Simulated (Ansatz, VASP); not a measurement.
# InO (In2O2 bilayer, AB) in two plane-wave programs, part 2 of 2

One calculation is typed for both programs; each brings its own data sets. How far apart do they land? The structure shown is the start of the Ansatz relaxation below; VASP solves that cell, so the two are compared at the walk's first step.

VASP 6.6.1 and Ansatz 0.2.0.

So far: Set-up; Ansatz: relaxation, PBE with D3(BJ).

## (3) VASP: single point, PBE with D3(BJ), start cell

Level of this step: PBE with D3(BJ); plane waves and PAW (O, In_d) (VASP).

The same cell, functional, mesh and smearing now go to VASP, with its own data sets.

Lines of VASP's logs that name or quote its potential files are left out, and so is its time.

INCAR

```
SYSTEM = InO
PREC = Accurate
ENCUT = 520
EDIFF = 1E-06
NELM = 120
ISMEAR = -1
SIGMA = 0.05
LREAL = .FALSE.
ALGO = Normal
GGA = PE
IVDW = 12
NBANDS = 47
LORBIT = 11
LWAVE = .FALSE.
LCHARG = .FALSE.
ISIF = 2
LDIPOL = .TRUE.
IDIPOL = 3
DIPOL = 0.5 0.5 0.5
LVHAR = .TRUE.
LASPH = .TRUE.
GGA_COMPAT = .FALSE.
NELMDL = -8
KPAR = 2
```

POSCAR

```
InO
1.0
    3.2916000000      0.0000000000      0.0000000000
   -1.6458000000      2.8506090000      0.0000000000
    0.0000000000      0.0000000000     55.4472750000
O In
4 4
Direct
    0.3333333333      0.6666666667      0.3895592705
    0.3333333333      0.6666666667      0.4738490214
    0.6666666667      0.3333333333      0.5261509605
    0.6666666667      0.3333333333      0.6104407295
    0.0000000000      0.0000000000      0.4060942400
    0.0000000000      0.0000000000      0.4573140700
    0.3333333333      0.6666666667      0.5426859300
    0.3333333333      0.6666666667      0.5939057600
```

KPOINTS

```
Automatic mesh
0
Gamma
12 12 1
0 0 0
```

The projector-augmented-wave data sets are O and In_d (PBE family, release 64).

Started as:

```
> mpirun -np 2 vasp_std
```

Numbers of over 12 decimals in the logs are rounded to 6 here.

The program printed:

```text
[banner, memory and clock lines left out]
running    2 mpi-ranks, on    1 nodes
 distrk:  each k-point on    1 cores,    2 groups
 distr:  one band on    1 cores,    1 groups

 POSCAR found type information on POSCAR O In
 POSCAR found :  2 types and       8 ions
 LDA part: xc-table for (Slater+PW92), standard interpolation
|                                                                             |
|           W    W    AA    RRRRR   N    N  II  N    N   GGGG   !!!           |
|           W    W   A  A   R    R  NN   N  II  NN   N  G    G  !!!           |
|           W    W  A    A  R    R  N N  N  II  N N  N  G       !!!           |
|           W WW W  AAAAAA  RRRRR   N  N N  II  N  N N  G  GGG   !            |
|           WW  WW  A    A  R   R   N   NN  II  N   NN  G    G                |
|           W    W  A    A  R    R  N    N  II  N    N   GGGG   !!!           |
|                                                                             |
|     One of the lattice vectors is very long (>50 A), but AMIN is rather     |
|     large. This can spoil convergence since charge sloshing might occur     |
|     along the long lattice vector. If problems with convergence are         |
|     observed, try to decrease AMIN to a smaller value (e.g. 0.01).          |
|     Note: This warning only applies if the self-consistency cycle is        |
|     used.                                                                   |
|                                                                             |

 POSCAR, INCAR and KPOINTS ok, starting setup
 FFT: planning ... GRIDC
 FFT: planning ... GRID_SOFT
 FFT: planning ... GRID
 WAVECAR not read
 entering main loop
       N       E                     dE             d eps       ncg     rms          rms(c)
DAV:   1     0.798129587703E+03    0.79813E+03   -0.33551E+04  1962   0.143E+03
DAV:   2     0.985855714658E+02   -0.69954E+03   -0.68104E+03  2069   0.378E+02
DAV:   3    -0.404978722262E+02   -0.13908E+03   -0.13676E+03  2493   0.196E+02
DAV:   4    -0.461937386353E+02   -0.56959E+01   -0.56635E+01  2158   0.459E+01
DAV:   5    -0.463499589820E+02   -0.15622E+00   -0.15616E+00  2196   0.768E+00
DAV:   6    -0.463586132716E+02   -0.86543E-02   -0.86539E-02  2741   0.165E+00
DAV:   7    -0.463587836942E+02   -0.17042E-03   -0.17042E-03  2668   0.226E-01
DAV:   8    -0.463587895513E+02   -0.58571E-05   -0.58575E-05  2740   0.409E-02    0.193E+01
DAV:   9    -0.386397991481E+02    0.77190E+01   -0.37885E+01  2962   0.569E+01    0.211E+01
DAV:  10    -0.386745678473E+02   -0.34769E-01   -0.49225E+00  2098   0.123E+01    0.699E+00
DAV:  11    -0.384613844875E+02    0.21318E+00   -0.12865E+00  2833   0.708E+00    0.268E+00
DAV:  12    -0.384284792714E+02    0.32905E-01   -0.20543E-01  2796   0.455E+00    0.135E+00
DAV:  13    -0.384219912071E+02    0.64881E-02   -0.36014E-02  2786   0.193E+00    0.812E-01
DAV:  14    -0.384235272515E+02   -0.15360E-02   -0.11072E-02  2743   0.771E-01    0.625E-01
[...]
DAV:  24    -0.384234954071E+02   -0.26018E-04   -0.13364E-06  1536   0.154E-02    0.182E-03
DAV:  25    -0.384234992979E+02   -0.38908E-05   -0.30176E-07  1316   0.482E-03    0.111E-03
DAV:  26    -0.384235050807E+02   -0.57828E-05   -0.15311E-07  1312   0.302E-03    0.160E-03
DAV:  27    -0.384235107577E+02   -0.56770E-05   -0.11483E-07  1343   0.419E-03    0.112E-03
DAV:  28    -0.384235121375E+02   -0.13798E-05   -0.27316E-08  1285   0.135E-03    0.787E-04
DAV:  29    -0.384235138509E+02   -0.17134E-05   -0.37574E-08  1236   0.165E-03    0.512E-04
DAV:  30    -0.384235152007E+02   -0.13498E-05   -0.32464E-08  1243   0.871E-04    0.245E-04
DAV:  31    -0.384235157281E+02   -0.52744E-06   -0.18190E-08  1257   0.872E-04
   1 F= -.39836465E+02 E0= -.39836411E+02  d E =-.108261E-03
```

OUTCAR, selected parts (step 3):

```text
ion  position               nearest neighbor table
   1  0.333  0.667  0.390-   5 2.11   5 2.11   5 2.11
   2  0.333  0.667  0.474-   6 2.11   6 2.11   6 2.11
   3  0.667  0.333  0.526-   7 2.11   7 2.11   7 2.11
   4  0.667  0.333  0.610-   8 2.11   8 2.11   8 2.11
   5  0.000  0.000  0.406-   1 2.11   1 2.11   1 2.11   6 2.84
   6  0.000  0.000  0.457-   2 2.11   2 2.11   2 2.11   5 2.84
   7  0.333  0.667  0.543-   3 2.11   3 2.11   3 2.11   8 2.84
   8  0.333  0.667  0.594-   4 2.11   4 2.11   4 2.11   7 2.84

  LATTYP: Found a hexagonal cell.
 ALAT       =     3.2916000000
 C/A-ratio  =    16.8450829384

 Subroutine GETGRP returns: Found  6 space group operations
 (whereof  6 operations were pure point group operations)

The static configuration has the point symmetry C_3v.

 Found     19 irreducible k-points:

   k-points           NKPTS =     19   k-points in BZ     NKDIM =     19   number of bands    NBANDS=     47

   dimension x,y,z NGX =    24 NGY =   24 NGZ =  420
   dimension x,y,z NGXF=    48 NGYF=   48 NGZF=  840

   ENCUT  =  520.0 eV  38.22 Ry    6.18 a.u.   6.12  6.12103.10*2*pi/ulx,y,z

   NELECT =      76.0000    total number of electrons

 k-points in reciprocal lattice and weights: Automatic mesh
   0.00000000  0.00000000  0.00000000       0.007
   0.08333333 -0.00000000  0.00000000       0.042
   0.16666667 -0.00000000  0.00000000       0.042
   0.25000000 -0.00000000  0.00000000       0.042
   0.33333333 -0.00000000  0.00000000       0.042
   0.41666667 -0.00000000  0.00000000       0.042
   0.50000000 -0.00000000  0.00000000       0.021
   0.08333333  0.08333333  0.00000000       0.042
   0.16666667  0.08333333  0.00000000       0.083
[...]
0.33333333  0.25000000  0.00000000       0.083
   0.33333333  0.33333333  0.00000000       0.014

 dipolmoment           0.000000      0.000000      0.002815 electrons x Angstroem

 average (electrostatic) potential at core
       1 -78.3669       2 -78.3759       3 -78.3217       4 -78.3124       5-103.8955
       6-103.8977       7-103.8430       8-103.8411

 E-fermi :  -3.6211

 k-point     1 :       0.0000    0.0000    0.0000
  band No.  band energies     occupation
    ...
     34      -5.3454      2.00000
     35      -5.3189      2.00000
     36      -5.3189      2.00000
     37      -4.9583      2.00000
     38      -4.5445      2.00000
     39      -3.3958      0.02182
     40      -2.9471      0.00000
     41      -0.2770      0.00000
     42      -0.0241      0.00000
     43       2.7456      0.00000
    ...

 k-point     2 :       0.0833   -0.0000    0.0000
  band No.  band energies     occupation
    ...
     34      -5.4338      2.00000
     35      -5.4018      2.00000
     36      -5.3726      2.00000
     37      -4.8330      2.00000
     38      -4.4929      2.00000
     39      -3.0692      0.00003
     40      -2.7019      0.00000
     41       0.0109      0.00000
     42       0.2674      0.00000
     43       2.8563      0.00000
    ...

 k-point     3 :       0.1667   -0.0000    0.0000
  band No.  band energies     occupation
    ...
     34      -5.5874      2.00000
     35      -5.5573      2.00000
     36      -5.5198      2.00000
     37      -4.6741      2.00000
     38      -4.4165      2.00000
     39      -2.3928      0.00000
     40      -2.1430      0.00000
     41       0.6924      0.00000
     42       0.9665      0.00000
     43       3.1669      0.00000
    ...

 Edisp (eV)   -1.41295

  Total       6.96296     6.96296    -1.75104     0.00000    -0.00000     0.00000
  in kB      21.44270    21.44269    -5.39241     0.00000    -0.00000     0.00000
  external pressure =       12.50 kB  Pullay stress =        0.00 kB

  energy-cutoff  :      520.00
  volume of cell :      520.27
      direct lattice vectors                 reciprocal lattice vectors
     3.291600000  0.000000000  0.000000000     0.303803621  0.175401116  0.000000000
    -1.645800000  2.850609000  0.000000000     0.000000000  0.350802232  0.000000000
     0.000000000  0.000000000 55.447275000     0.000000000  0.000000000  0.018035151

 POSITION                                       TOTAL-FORCE (eV/Angst)
 -----------------------------------------------------------------------------------
     -0.00000      1.90041     21.60000        -0.000000      0.000000      0.198759
     -0.00000      1.90041     26.27364         0.000000     -0.000000     -0.176077
      1.64580      0.95020     29.17364        -0.000000     -0.000000      0.185540
      1.64580      0.95020     33.84727         0.000000     -0.000000     -0.198529
      0.00000      0.00000     22.51682         0.000000      0.000000     -0.132641
      0.00000      0.00000     25.35682         0.000000     -0.000000      0.222766
     -0.00000      1.90041     30.09046        -0.000000      0.000000     -0.232474
     -0.00000      1.90041     32.93046         0.000000      0.000000      0.132656
 -----------------------------------------------------------------------------------
    total drift:                                0.000001      0.000017     -0.000203

  FREE ENERGIE OF THE ION-ELECTRON SYSTEM (eV)
  ---------------------------------------------------
  free  energy   TOTEN  =       -39.8364652133 eV

  energy  without entropy=      -39.8363569525  energy(sigma->0) =      -39.83641108

 vacuum level on the upper side and lower side of the slab         3.162         3.107

 total charge
# of ion       s       p       d       tot
------------------------------------------
    1        1.577   3.384   0.000   4.962
    2        1.578   3.385   0.000   4.962
    3        1.578   3.385   0.000   4.962
    4        1.577   3.384   0.000   4.962
    5        0.792   0.706   9.972  11.471
    6        0.792   0.706   9.972  11.471
    7        0.792   0.706   9.972  11.471
    8        0.792   0.706   9.972  11.471
--------------------------------------------------
tot          9.479  16.364  39.889  65.732

[... 3 further parts left out ...]
```

## (4) Comparison

Known differences besides the potentials themselves: Ansatz cuts the interaction across the vacuum, VASP repeats the sheet with a dipole correction; the cutoff is 420 eV in Ansatz and 520 eV in VASP. Total energies have different zeros and are not compared.

Forces (eV/Å; atoms numbered as in POSCAR):

```
atom        Ansatz x, y, z          VASP x, y, z
  O1   0.000, 0.000, 0.240   0.000, 0.000, 0.199
  O2  0.000, 0.000, -0.217  0.000, 0.000, -0.176
  O3   0.000, 0.000, 0.227   0.000, 0.000, 0.186
  O4  0.000, 0.000, -0.240  0.000, 0.000, -0.199
 In5  0.000, 0.000, -0.167  0.000, 0.000, -0.133
 In6   0.000, 0.000, 0.261   0.000, 0.000, 0.223
 In7  0.000, 0.000, -0.270  0.000, 0.000, -0.232
 In8   0.000, 0.000, 0.167   0.000, 0.000, 0.133
```

The forces differ by 22 meV/Å r.m.s., which is 20.6 % of the r.m.s. force of 0.109 eV/Å (both taken over all components). With vacuum in the cell, a pressure given here is an average over mostly empty space and none of the material.

## (5) Summary of results

```json
{
  "r.m.s. force difference (single point, PBE with D3(BJ), start cell)": "22 meV/Å"
}
```

The r.m.s. force difference is 22 meV/Å (single point, PBE with D3(BJ), start cell), beyond the 12 meV/Å picked in this series as the mark of a large difference. What causes the difference of the single point, PBE with D3(BJ), start cell pair stays open here. How closely two codes agree says nothing of how well the functional describes the real material.

[Lines on the potential files, build, host, timing and source positions are cut from VASP's logs without a mark.]

[Logs are printed without paths, hosts, clocks, repeated set-up lines and the standing remarks that a program may print on its own settings, such as how far it seeks lower states.]

[Hosts, paths, dates, database ids (printed as entryN), source tags and the programs' standing remarks are cut or masked in the printed files.]
